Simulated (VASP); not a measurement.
Consider the following.

```xyz
5
Lattice="5.6605 0.0000 0.0000 0.0000 5.6605 0.0000 0.0000 0.0000 5.6605" Properties=species:S:1:pos:R:3 pbc="T T T"
Cs     0.0000     0.0000     0.0000
Sn     2.8303     2.8303     2.8303
I      2.8303     0.0000     2.8303
I      0.0000     2.8303     2.8303
I      2.8303     2.8303     0.0000
```

The numbers are results of PBE GGA, VASP's PBE PAW potentials (set 64) (plane waves; VASP), not measurements. Settings: 500 eV cut-off, 6×6×6 Γ-centred mesh, first-order Methfessel-Paxton smearing of 0.10 eV, potentials Cs_sv Sn_d I.

Energy and stress use the plane-wave basis of the starting cell.

Problem. The ions, cell shape and volume at an external pressure of 20.0 GPa are relaxed. Give the cell that the relaxation ends in.

Solution. 
```xyz
5
Lattice="5.3992 0.0000 0.0000 0.0000 5.3992 0.0000 0.0000 0.0000 5.3992" Properties=species:S:1:pos:R:3 pbc="T T T"
Cs     0.0000     0.0000     5.3992
Sn     2.6996     2.6996     2.6996
I      2.6996     0.0000     2.6996
I      0.0000     2.6996     2.6996
I      2.6996     2.6996     5.3992
```
Space group Pm-3m (221), at a tolerance of 0.03 Å.

Problem. How do energy and volume change from the first to the last step?

Solution. The energy (σ→0) changes by +433.8 meV/atom and the volume by -13.2 %, in 7 ionic steps.

The compound is CsSnI3 in the cubic perovskite structure, the ideal cubic form; the compound distorts at low or room temperature. This run relaxes it under an external pressure of 20 GPa. Symmetry was kept, so distortions that lower it aren't found.
